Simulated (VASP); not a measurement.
Input:

```xyz
4
Lattice="3.9450 0.0000 0.0000 0.0000 3.9450 0.0000 0.0000 0.0000 3.9450" Properties=species:S:1:pos:R:3 pbc="T T T"
Rh     0.0000     0.0000     0.0000
Rh     1.9725     1.9725     0.0000
Ag     1.9725     0.0000     1.9725
Ag     0.0000     1.9725     1.9725
```

Computed with PBEsol GGA, VASP's PBE PAW potentials (set 64) (plane waves; VASP 6.6.1). Settings: 400 eV cut-off, 8×8×8 Γ-centred mesh, first-order Methfessel-Paxton smearing of 0.10 eV, potentials Rh_pv Ag.

Energy and stress use the plane-wave basis of the starting cell.

Question: The ions, cell shape and volume are relaxed. What does this cell relax into?

Answer: 
```xyz
4
Lattice="3.8013 0.0000 0.0000 0.0000 3.8013 0.0000 0.0000 0.0000 4.1387" Properties=species:S:1:pos:R:3 pbc="T T T"
Rh     0.0000     0.0000     0.0000
Rh     1.9007     1.9007     0.0000
Ag     1.9007     0.0000     2.0693
Ag     0.0000     1.9007     2.0693
```
Space group P4/mmm (123), at a tolerance of 0.03 Å.

Question: How do energy and volume change from the first to the last step?

Answer: The energy (σ→0) changes by -25.5 meV/atom and the volume by -2.6 %, in 9 ionic steps.

The structure was generated: Ag2Rh2 was put into an ordered model structure (P4/mmm), which need not be its known phase. This run relaxes it. Symmetry was kept, so distortions that lower it aren't found.
